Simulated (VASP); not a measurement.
The system is Si2Mo.

```
Si Mo
1.0
    -1.60000    1.60000    3.93050
     1.60000   -1.60000    3.93050
     1.60000    1.60000   -3.93050
Si Mo
2 1
Direct
  0.33300 0.33300 0.00000
  0.66700 0.66700 0.00000
  0.00000 0.00000 0.00000
```

- Program: VASP 6.6.1
- Task: relaxation of cell and atoms
- Functional: PBE
- Dispersion: D3(BJ)
- Potentials or basis: VASP PAW PBE potentials, release 64 (Si, Mo_sv)
- Cutoff: 600 eV
- k mesh: 16 × 16 × 16
- Occupations: methfessel-paxton, width 0.1 eV
- Spin: no spin polarisation

At the start: pressure -4.8 GPa; volume 13.42 Å³/atom.

Problem. Where does the relaxation end?

Solution. Over 9 steps the energy falls by 5.5 meV/atom and the volume is 13.14 Å³/atom (-2.1 %); space group I4/mmm (No. 139, to 0.05 Å).

The path:
| step | energy change (eV) | largest force (eV/Å) | pressure (GPa) | volume (Å³) |
| --- | --- | --- | --- | --- |
| 1 | 0.0000 | 0.2765 | -4.76 | 40.25 |
| 2 | 0.0239 | 0.1031 | 9.16 | 37.97 |
| 3 | -0.0154 | 0.1450 | 0.21 | 39.35 |
| 4 | -0.0154 | 0.1420 | 0.29 | 39.33 |
| 5 | -0.0165 | 0.0176 | 0.12 | 39.38 |
| 6 | -0.0166 | 0.0009 | 0.11 | 39.39 |
| 7 | -0.0166 | 0.0039 | 0.09 | 39.39 |
| 8 | -0.0166 | 0.0001 | -0.13 | 39.43 |
| 9 | -0.0166 | 0.0018 | -0.03 | 39.41 |

Final structure:
```xyz
3
Lattice="-1.5896 1.5896 3.8988 1.5896 -1.5896 3.8988 1.5896 1.5896 -3.8988" Properties=species:S:1:pos:R:3 pbc="T T T"
Si    0.0000    0.0000    2.6092
Si    0.0000    0.0000    5.1885
Mo    1.5896    1.5896   -3.8988
```

Caveat: pairwise dispersion overbinds metals, which lowers pressure and volume.
